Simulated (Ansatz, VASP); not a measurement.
# Cross-check of Zr (Zirconium) between VASP and Ansatz

Aim: how closely do two programs agree when they are given the same cell, functional and k mesh? The cell is taken from a series of runs on this material, whose earlier steps may have relaxed, scaled, displaced or heated it; both programs get it as it stands.

Calculated with Ansatz 0.2.0; plane waves, with VASP 6.6.1 beside it; zone-centre phonons at LDA.

### Step 1. Starting point

The structure is hexagonal, space group P6_3/mmc (No. 194). The conventional cell has a = 3.118 Å, b = 3.118 Å, c = 5.194 Å, α = 90.00°, β = 90.00°, γ = 120.00°. Nearest to Zr lie 12 Zr at 3.12 to 3.16 Å.

### Step 2. VASP: zone-centre phonons, LDA, pair 1

Second derivatives magnify differences that forces hide, and they need a tight electronic threshold.

Lines of VASP's logs that name or quote its potential files are left out, and so is its time.

INCAR reads:

```
SYSTEM = Zr
PREC = Accurate
ENCUT = 500
EDIFF = 1E-08
NELM = 120
ISMEAR = 1
SIGMA = 0.2
LREAL = .FALSE.
ALGO = Normal
GGA = PW92
NBANDS = 18
LASPH = .TRUE.
LORBIT = 11
LWAVE = .FALSE.
LCHARG = .FALSE.
ISIF = 2
IBRION = 8
GGA_COMPAT = .FALSE.
KPAR = 2
```

POSCAR reads:

```
Zr
1.0
    3.1183893374      0.0000000000      0.0000000000
   -1.5591946687      2.7006043851      0.0000000000
    0.0000000000      0.0000000000      5.1938234686
Zr
2
Direct
    0.3333333238      0.6666666572      0.2500000000
    0.6666666572      0.3333333238      0.7500000000
```

KPOINTS reads:

```
Automatic mesh
0
Gamma
15 15 8
0 0 0
```

The projector-augmented-wave data sets are Zr_sv (LDA family, release 64).

Command:

```console
> mpirun -np 2 vasp_std
```

Numbers of over 12 decimals in the logs are rounded to 6 here.

The log of the run:

```text
[banner, memory and clock lines left out]
running    2 mpi-ranks, on    1 nodes
 distrk:  each k-point on    1 cores,    2 groups
 distr:  one band on    1 cores,    1 groups

 POSCAR found type information on POSCAR Zr
 POSCAR found :  1 types and       2 ions
|                                                                             |
|               ----> ADVICE to this user running VASP <----                  |
|                                                                             |
|     You enforced a specific xc type in the INCAR file but a different       |
|     [... a line on the potential file left out ...]
|     I HOPE YOU KNOW WHAT YOU ARE DOING!                                     |
|                                                                             |

 LDA part: xc-table for (Slater(with rela. corr.)+PW92), standard interpolation
 POSCAR, INCAR and KPOINTS ok, starting setup
 FFT: planning ... GRIDC
 FFT: planning ... GRID_SOFT
 FFT: planning ... GRID
 WAVECAR not read
 entering main loop
       N       E                     dE             d eps       ncg     rms          rms(c)
DAV:   1     0.209971146171E+03    0.20997E+03   -0.13105E+04  4876   0.129E+03
DAV:   2    -0.395404300183E+01   -0.21393E+03   -0.21054E+03  5750   0.381E+02
DAV:   3    -0.188857953693E+02   -0.14932E+02   -0.14794E+02  8750   0.730E+01
DAV:   4    -0.192285887530E+02   -0.34279E+00   -0.34243E+00  5738   0.115E+01
DAV:   5    -0.192387373121E+02   -0.10149E-01   -0.10145E-01  7142   0.137E+00    0.162E+01
DAV:   6    -0.186647251394E+02    0.57401E+00   -0.86301E-01  5228   0.725E+00    0.662E+00
DAV:   7    -0.185542118136E+02    0.11051E+00   -0.56249E-01  7148   0.496E+00    0.106E+00
DAV:   8    -0.185572019798E+02   -0.29902E-02   -0.32310E-02  6480   0.147E+00    0.258E-01
DAV:   9    -0.185574589287E+02   -0.25695E-03   -0.11506E-03  6136   0.321E-01    0.311E-02
DAV:  10    -0.185574450791E+02    0.13850E-04   -0.38674E-05  7126   0.398E-02    0.238E-02
DAV:  11    -0.185574459416E+02   -0.86252E-06   -0.74171E-06  5300   0.321E-02    0.182E-03
DAV:  12    -0.185574458160E+02    0.12562E-06   -0.34976E-07  6538   0.414E-03    0.178E-03
DAV:  13    -0.185574458140E+02    0.20195E-08   -0.21218E-08  4028   0.121E-03
   1 F= -.18557446E+02 E0= -.18558282E+02  d E =0.250826E-02
 Linear response reoptimize wavefunctions to high precision
DAV:   1    -0.185574458192E+02   -0.52182E-08   -0.70453E-09  5516   0.807E-04
DAV:   2    -0.185574458192E+02   -0.59117E-11   -0.25074E-10  2902   0.113E-04
 Linear response DOF=           2
 Linear response progress:
  Degree of freedom:   1/  2
       N       E                     dE             d eps       ncg     rms          rms(c)
RMM:   1    -0.648947043782E+00   -0.64895E+00    0.27335E+00 21898   0.134E+01
RMM:   2    -0.600221726483E+00    0.48725E-01   -0.23889E-01 33054   0.269E+00    0.231E-01
RMM:   3    -0.601819704079E+00   -0.15980E-02   -0.37095E-02 40609   0.934E-01    0.731E-02
RMM:   4    -0.603950260419E+00   -0.21306E-02   -0.47803E-03 49038   0.337E-01    0.247E-02
RMM:   5    -0.604499273292E+00   -0.54901E-03   -0.80334E-04 48167   0.138E-01    0.160E-02
RMM:   6    -0.604533689945E+00   -0.34417E-04   -0.25909E-04 53101   0.626E-02    0.173E-02
RMM:   7    -0.604459621577E+00    0.74068E-04   -0.57702E-05 47848   0.321E-02    0.519E-03
RMM:   8    -0.604419824574E+00    0.39797E-04   -0.27163E-05 52067   0.154E-02    0.728E-03
RMM:   9    -0.604409388273E+00    0.10436E-04   -0.96739E-06 49806   0.882E-03    0.481E-03
RMM:  10    -0.604400928833E+00    0.84594E-05   -0.45338E-06 51117   0.668E-03    0.162E-03
RMM:  11    -0.604401685261E+00   -0.75643E-06   -0.38816E-06 53569   0.401E-03    0.623E-04
RMM:  12    -0.604402914248E+00   -0.12290E-05   -0.22560E-06 53199   0.264E-03    0.563E-05
RMM:  13    -0.604403398810E+00   -0.48456E-06   -0.11000E-06 53643   0.181E-03    0.474E-05
RMM:  14    -0.604403064649E+00    0.33416E-06   -0.67365E-07 53350   0.137E-03    0.195E-05
RMM:  15    -0.604403010436E+00    0.54213E-07    0.45608E-08 52052   0.111E-03    0.250E-05
RMM:  16    -0.604402954860E+00    0.55576E-07    0.18489E-07 52090   0.934E-04    0.147E-05
RMM:  17    -0.604402681246E+00    0.27361E-06    0.40702E-07 52001   0.811E-04    0.172E-05
RMM:  18    -0.604402753797E+00   -0.72551E-07    0.38485E-07 51993   0.715E-04    0.289E-05
RMM:  19    -0.604402686947E+00    0.66851E-07    0.46400E-07 51639   0.644E-04    0.168E-05
RMM:  20    -0.604402747459E+00   -0.60512E-07    0.44440E-07 53461   0.584E-04    0.235E-05
RMM:  21    -0.604402676694E+00    0.70765E-07    0.46980E-07 49976   0.540E-04    0.177E-05
RMM:  22    -0.604402639096E+00    0.37598E-07    0.45163E-07 51212   0.502E-04    0.195E-05
RMM:  23    -0.604402607778E+00    0.31317E-07    0.43217E-07 50586   0.472E-04    0.208E-05
 first order change of Fermi-energy   0.21211E-04
 force on displaced ion       1 direction 1 :  -0.458  -0.000   0.000
 Linear response progress:
  Degree of freedom:   2/  2
       N       E                     dE             d eps       ncg     rms          rms(c)
RMM:   1    -0.784156840736E+00   -0.78416E+00    0.29789E+00  7574   0.135E+01
RMM:   2    -0.736302981962E+00    0.47854E-01   -0.26904E-01 11171   0.277E+00    0.246E-01
RMM:   3    -0.739843844486E+00   -0.35409E-02   -0.46391E-02 13573   0.973E-01    0.825E-02
RMM:   4    -0.742455783698E+00   -0.26119E-02   -0.57896E-03 15353   0.351E-01    0.306E-02
RMM:   5    -0.742792381608E+00   -0.33660E-03   -0.85433E-04 16208   0.144E-01    0.195E-02
RMM:   6    -0.742672651302E+00    0.11973E-03    0.31321E-04 16987   0.672E-02    0.132E-02
RMM:   7    -0.742622314373E+00    0.50337E-04    0.10429E-04 16807   0.320E-02    0.541E-03
RMM:   8    -0.742619397552E+00    0.29168E-05    0.50883E-06 16905   0.187E-02    0.143E-03
RMM:   9    -0.742601906169E+00    0.17491E-04    0.13545E-05 17424   0.988E-03    0.455E-04
RMM:  10    -0.742604079069E+00   -0.21729E-05    0.17575E-05 17775   0.570E-03    0.238E-04
RMM:  11    -0.742604375545E+00   -0.29648E-06    0.16586E-05 17346   0.346E-03    0.147E-04
RMM:  12    -0.742606235616E+00   -0.18601E-05    0.93533E-06 17403   0.253E-03    0.464E-05
RMM:  13    -0.742607115369E+00   -0.87975E-06    0.37596E-06 17629   0.183E-03    0.472E-05
RMM:  14    -0.742607316486E+00   -0.20112E-06    0.12820E-06 16633   0.145E-03    0.409E-05
RMM:  15    -0.742607391350E+00   -0.74864E-07    0.27103E-06 16683   0.117E-03    0.397E-05
 first order change of Fermi-energy  -0.12609E-03
 force on displaced ion       1 direction 3 :   0.000   0.000  -5.166
 Linear response finished
```

OUTCAR, selected parts (step 2):

```text
ion  position               nearest neighbor table
   1  0.333  0.667  0.250-   2 3.16   2 3.16   2 3.16   2 3.16   2 3.16   2 3.16
   2  0.667  0.333  0.750-   1 3.16   1 3.16   1 3.16   1 3.16   1 3.16   1 3.16

  LATTYP: Found a hexagonal cell.
 ALAT       =     3.1183893374
 C/A-ratio  =     1.6655468278

 Subroutine GETGRP returns: Found 24 space group operations
 (whereof 12 operations were pure point group operations)

The static configuration has the point symmetry D_3d.
 The point group associated with its full space group is D_6h.

 Found    135 irreducible k-points:

   k-points           NKPTS =    135   k-points in BZ     NKDIM =    135   number of bands    NBANDS=     18

   dimension x,y,z NGX =    24 NGY =   24 NGZ =   40
   dimension x,y,z NGXF=    48 NGYF=   48 NGZF=   80

   ENCUT  =  500.0 eV  36.75 Ry    6.06 a.u.   5.69  5.69  9.47*2*pi/ulx,y,z

   NELECT =      24.0000    total number of electrons

 k-points in reciprocal lattice and weights: Automatic mesh
   0.00000000  0.00000000  0.00000000       0.001
   0.06666667 -0.00000000  0.00000000       0.003
   0.13333333  0.00000000  0.00000000       0.003
   0.20000000 -0.00000000  0.00000000       0.003
   0.26666667  0.00000000  0.00000000       0.003
   0.33333333 -0.00000000  0.00000000       0.003
   0.40000000 -0.00000000  0.00000000       0.003
   0.46666667 -0.00000000  0.00000000       0.003
   0.06666667  0.06666667  0.00000000       0.003
[...]
0.33333333  0.26666667  0.50000000       0.007
   0.33333333  0.33333333  0.50000000       0.001

 average (electrostatic) potential at core
       1 -73.5767       2 -73.5767

  Total       -0.0135999     -0.0135999     -0.5711348      0.0000000     -0.0000000      0.0000000
  in kB       -0.4981606     -0.4981606    -20.9204352      0.0000000     -0.0000000      0.0000000
  external PRESSURE =      -7.3055854 kB  Pullay stress =       0.0000000 kB

  energy-cutoff  :      500.00
  volume of cell :       43.74
      direct lattice vectors                 reciprocal lattice vectors
     3.118389337  0.000000000  0.000000000     0.320678367  0.185143741  0.000000000
    -1.559194669  2.700604385  0.000000000     0.000000000  0.370287483  0.000000000
     0.000000000  0.000000000  5.193823469     0.000000000  0.000000000  0.192536386

 POSITION                                       TOTAL-FORCE (eV/Angst)
 -----------------------------------------------------------------------------------
     -0.00000      1.80040      1.29846        -0.000000     -0.000000     -0.000000
      1.55919      0.90020      3.89537         0.000000      0.000000      0.000000
 -----------------------------------------------------------------------------------
    total drift:                                0.000052      0.000090     -0.000000

 Eigenvectors and eigenvalues of the dynamical matrix
 ----------------------------------------------------

   1 f  =    5.261428 THz    33.058524 2PiTHz  175.502331 cm-1    21.759506 meV
             X         Y         Z           dx          dy          dz
     -0.000000  1.800403  1.298456    -0.000000    0.000000   -0.707107
      1.559195  0.900201  3.895368     0.000000    0.000000    0.707107

   2 f  =    1.566996 THz     9.845723 2PiTHz   52.269344 cm-1     6.480570 meV
             X         Y         Z           dx          dy          dz
     -0.000000  1.800403  1.298456     0.000000   -0.707107    0.000000
      1.559195  0.900201  3.895368     0.000000    0.707107    0.000000

   3 f  =    1.566996 THz     9.845723 2PiTHz   52.269344 cm-1     6.480570 meV
             X         Y         Z           dx          dy          dz
     -0.000000  1.800403  1.298456     0.707107   -0.000000   -0.000000
      1.559195  0.900201  3.895368    -0.707107   -0.000000    0.000000

   4 f  =    0.000000 THz     0.000000 2PiTHz    0.000000 cm-1     0.000000 meV
             X         Y         Z           dx          dy          dz
     -0.000000  1.800403  1.298456     0.707107    0.000000   -0.000000
      1.559195  0.900201  3.895368     0.707107   -0.000000    0.000000

   5 f  =    0.000000 THz     0.000000 2PiTHz    0.000000 cm-1     0.000000 meV
             X         Y         Z           dx          dy          dz
     -0.000000  1.800403  1.298456     0.000000    0.000000    0.707107
      1.559195  0.900201  3.895368    -0.000000    0.000000    0.707107

   6 f/i=    0.000000 THz     0.000000 2PiTHz    0.000001 cm-1     0.000000 meV
             X         Y         Z           dx          dy          dz
     -0.000000  1.800403  1.298456    -0.000000    0.707107    0.000000
      1.559195  0.900201  3.895368    -0.000000    0.707107    0.000000

 ELASTIC MODULI CONTR FROM IONIC RELAXATION (kBar)
 Direction    XX          YY          ZZ          XY          YZ          ZX
 --------------------------------------------------------------------------------
 XX         -71.1401     71.1401     -0.0000      0.0000      0.0000      0.0000
 YY          71.1401    -71.1401      0.0000     -0.0000     -0.0000      0.0000
 ZZ          -0.0000      0.0000     -0.0000     -0.0000      0.0000      0.0000
 XY           0.0000     -0.0000     -0.0000    -71.1401      0.0000      0.0000
 YZ           0.0000     -0.0000      0.0000      0.0000     -0.0000      0.0000
 ZX           0.0000      0.0000      0.0000      0.0000      0.0000      0.0000
 --------------------------------------------------------------------------------
```

### Step 3. Ansatz: zone-centre phonons, LDA, pair 1

Ansatz runs on its PAW soft_1 files.

The same cell, functional (in two slightly different forms), mesh and smearing now go to Ansatz, which takes its cutoff from its data sets.

input.yaml reads:

```yaml
crystal:
  lattice:
    - [3.1183893374, 0.0, 0.0]
    - [-1.5591946687, 2.7006043851, 0.0]
    - [0.0, 0.0, 5.1938234686]
  atoms:
    - { symbol: Zr, position: [0.3333333365, 0.6666666635, 0.25] }
    - { symbol: Zr, position: [0.6666666635, 0.3333333365, 0.75] }
kpoints:
  mp_grid: { grid: [15, 15, 8] }
hamiltonian:
  xc: lda
  pseudopotentials: { kind: paw, azcp: { folder: soft_1 }, xc_functional: pbe }
scf:
  occupations: { method: methfessel_paxton, width: 0.2 }
output:
  eigenvalues: true
phonons:
  method: dfpt
```

Command:

```console
> ansatz run input.yaml --threads 4 --pin off --max-ram 10240MiB --backend cpu --events-out ev --progress --plain --runs-dir out
```

The log of the run:

```text
zone centre: on kpoints.mp_grid the ground state, and the responses unless they are solved on pairs of k-points, stand on 320 of the mesh's 1800 k-points, reduced under 4 symmetry operations, with k and −k counted as one. Each operation leaves every solved displacement unchanged or reverses it
Engine: ansatz 0.2.0, aarch64-unknown-linux-gnu
Pseudopotentials: kind: paw
Pseudopotential: Zr, paw, valence charge 12, recommended cutoff 420 eV (normal), soft_1/Zr.paw.azcp
Functional definition: SPW92
  exchange = slater_x
  correlation = pw_c
Crystal: 2 atoms, lattice volume = 43.740 Å³
Basis set: ecut = 420 eV, 881 PW (Γ), exchange–correlation on 48×48×72 points (8 copies of the dense FFT grid, shifted against one another)
Bands: 16, of which v1, the nominal top of the filled ones, is band 12 counted from 1 (11 counted from 0)
Symmetry: 24 space group operations
k-points: 320 of 1800 (irreducible under 4 space group operations, time reversal used)
Non-local potential: Zr, projectors of the file, l = 0: 3, l = 1: 2, l = 2: 2, l = 3: 1
PAW form: soft (Blöchl's): semilocal exchange-correlation on the pseudo side does not see the compensation charge
PAW frozen core: Zr, regenerated for the run's functional, and the local potential with it (the file was generated under x = pbe(κ = 0.804, μ = 0.219515), c = pbe(β = 0.066725))
PAW one-centre angular grid: Zr, 590 points (default); XC on 64 Gauss nodes
Initial density: superposition of atomic densities (chi_scale 0.1, normalization cell)
Initial wavefunctions: pseudopotential atomic-orbital guess
Functional: x = slater, c = lda
SCF iter   1: F=—  HF=-8155.125895 eV  |F-HF|=—  |Δ(HF+E_count)|=         —  Δρ=2.82e-2  dr2=4.18e-1  ethr=3.10e-3  ⟨swp⟩=5.1  Hψ=47513  notcnv=0
automatic band count: the SCF goes on with 20 bands, as 16 were too few: they end inside the smearing window of the response
preconditioner: auto → Kerker (q_TF=auto, 2.469 Å⁻¹)  [metal: Δε(μ)=0.003 eV  Ē_g=5.393 eV  σ=0.200 eV  W_gap=0.01  n_scr=10 (ndim 8)  ℏωp=15.9 eV  f_vac=0.000  D(μ)=2.02/eV (n_scr^D=22)]
SCF iter   2: F=—  HF=-8155.018921 eV  |F-HF|=—  |Δ(HF+E_count)|=   1.07e-1  S|Δr|=    0.00e0  Δρ=1.73e-2  dr2=1.53e-1  ethr=1.74e-3  ⟨swp⟩=1.0  Hψ=8963  notcnv=0
SCF iter   3: F=—  HF=-8154.962792 eV  |F-HF|=—  |Δ(HF+E_count)|=   5.61e-2  S|Δr|=    0.00e0  Δρ=1.68e-3  dr2=7.24e-4  ethr=6.39e-4  ⟨swp⟩=3.0  Hψ=11575  notcnv=0
SCF iter   4: F=—  HF=-8154.962771 eV  |F-HF|=—  |Δ(HF+E_count)|=   2.14e-5  S|Δr|=    0.00e0  Δρ=2.62e-4  dr2=1.42e-5  ethr=3.02e-6  ⟨swp⟩=2.2  Hψ=9597  notcnv=0
SCF iter   5: F=—  HF=-8154.962774 eV  |F-HF|=—  |Δ(HF+E_count)|=   3.16e-6  S|Δr|=    0.00e0  Δρ=2.98e-5  dr2=2.26e-7  ethr=5.93e-8  ⟨swp⟩=1.0  Hψ=5925  notcnv=0
SCF iter   6: F=—  HF=-8154.962773 eV  |F-HF|=—  |Δ(HF+E_count)|=   4.68e-7  S|Δr|=    0.00e0  Δρ=5.05e-6  dr2=1.05e-8  ethr=9.41e-10  ⟨swp⟩=2.5  Hψ=9531  notcnv=0  defer=133
SCF iter   7: F=—  HF=-8154.962773 eV  |F-HF|=—  |Δ(HF+E_count)|=  9.80e-10  S|Δr|=    0.00e0  Δρ=9.60e-7  dr2=4.75e-10  ethr=4.39e-11  ⟨swp⟩=1.4  Hψ=6357  notcnv=0  defer=133
SCF iter   8: F=-8154.962773 eV  HF=-8154.962773 eV  |F-HF|=5.46e-12  |Δ(HF+E_count)|=  1.17e-10  S|Δr|=    0.00e0  Δρ=1.69e-7  dr2=8.93e-12  ethr=1.00e-12  ⟨swp⟩=9.1  Hψ=32475  notcnv=0
SCF 1 converged in 8 iterations: F = -8154.962773 eV  dr2 = 8.93e-12
  greatest PAW one-centre occupation: 0.994 electrons in one spin orbital (limit 2), on the Zr atom at site 1 (counted from 0), in its partial waves of l = 0
DFPT response loops at Γ: preconditioner auto → Kerker (q_TF=auto, 2.469 Å⁻¹) (partly filled bands, converged f_vac=0.000); β = 1.00, the filter's whole step (`scf.mixing.beta` (0.50) is not read by the response loops under this deck's `scf.mixing.preconditioner`; to damp them name `kerker` or `kerker_dos`, under which they read `scf.mixing.beta`, and type it under 1.00, their step now; both keys bind the ground state too); Broyden in place of MSR1
SCF converged after 8 iterations
Stability not checked: this state was not tested for a lower state beside it, because cold or Methfessel-Paxton smearing, or corrected tetrahedra, fill the levels in a way that the test cannot read (fill_not_monotonic; see scf.lower_state_search)
Free energy (F): -8154.962773 eV
Harris-Foulkes:  -8154.962773 eV  (|F-HF|=5.46e-12)
Internal energy: -8154.965249 eV  (E = F + TS)
E sigma→0 (E₀):  -8154.963392 eV
Entropy (-TS):   0.002476 eV (1.238 meV/atom)
Fermi energy:    14.735464 eV
--- Per-component energies (eV) ---
  E_band       = -172.706665
  E_kinetic    = 634.932694
  E_local      = -1159.174552  (includes V_loc(G=0)·N_el)
  E_nonlocal   = 159.255966
  E_hartree    = 376.394365
  E_xc         = -307.710229
  E_vxc        = -365.735832  (∫ρ·V_xc dr)
  E_paw        = -5717.992706  (= ΣΔE_a)
  E_vpaw       = -194.773669  (= ΣTr[D̂ρ^β])
  E_aug_tail   = -0.000048  (compensation charges beyond the density's cutoff)
  E_ewald      = -2141.411539
  E_core_change = 0.740800  (= ΣΔE_core)
  E_smearing   = 0.002476  (= −TS)
  E_closure    = -0.000000  (closes the sum)
  Σ components = -8154.962773   (vs F -8154.962773, Δ=0.00e0)
--- Band table (eV; the first three rows and the last of 320) ---
  k-point 0: bands = [... 8 lower, 8.9946, 11.5216, 15.3522, 15.6624, 15.6624, 15.8791, 16.3075, 16.3075, ... 4 higher]
  k-point 1: bands = [... 8 lower, 9.1271, 11.5133, 15.2627, 15.6183, 15.6183, 15.6356, 16.2271, 16.2271, ... 4 higher]
  k-point 2: bands = [... 8 lower, 9.5045, 11.4418, 15.0298, 15.1072, 15.5510, 15.5510, 16.0316, 16.0316, ... 4 higher]
  k-point 319: bands = [... 8 lower, 12.3643, 12.3643, 14.0289, 14.0289, 14.8435, 14.8435, 16.6479, 16.6479, ... 4 higher]
--- Phonons (Γ-DFPT): 2 representative perturbations + reference, on 320 of 1800 k-points (Σ response iterations 6) ---
  k mesh reduced under 4 symmetry operations, with k and −k counted as one. Each operation leaves every solved displacement unchanged or reverses it
  ASR residual: 3.439e-5 → 0.000e0 eV/Å²; symmetrization residual: 1.388e-13 eV/Å²
  ASR residual per site (eV/Å²): 3.44e-5 3.44e-5
  Γ frequencies (cm⁻¹): 0.00 0.00 0.00 52.98 52.98 173.25
  non-analytic LO–TO correction: not included (Born effective charges unavailable; polar crystals: no LO–TO splitting at Γ)
```

Reading the cycles: dr2 is the Hartree energy of the density residual (eV), the measure of convergence; HF is the Harris–Foulkes estimate of the energy, which meets the free energy F at convergence.

### Step 4. Differences

Known differences besides the potentials themselves: the cutoff is 420 eV in Ansatz and 500 eV in VASP; VASP's log shows a relativistic correction to its local exchange, Ansatz's none. Total energies have different zeros and are not compared.

The two programs side by side:

```
                  quantity  Ansatz   VASP  difference
optical mode 1 to 2 (cm⁻¹)    53.0   52.3     +1.36 %
     optical mode 3 (cm⁻¹)   173.2  175.5     -1.28 %
```

Modes are paired by rising frequency, not by their patterns, so a pair may set unlike modes beside each other; they are those without the splitting of longitudinal modes.

(Part 1 of 2 ends here.)

[Lines on the potential files, build, host, timing and source positions are cut from VASP's logs without a mark.]

[Logs are printed without paths, hosts, clocks, repeated set-up lines and the standing remarks that a program may print on its own settings, such as how far it seeks lower states.]

[Hosts, paths, dates, database ids (printed as entryN), source tags and the programs' standing remarks are cut or masked in the printed files.]
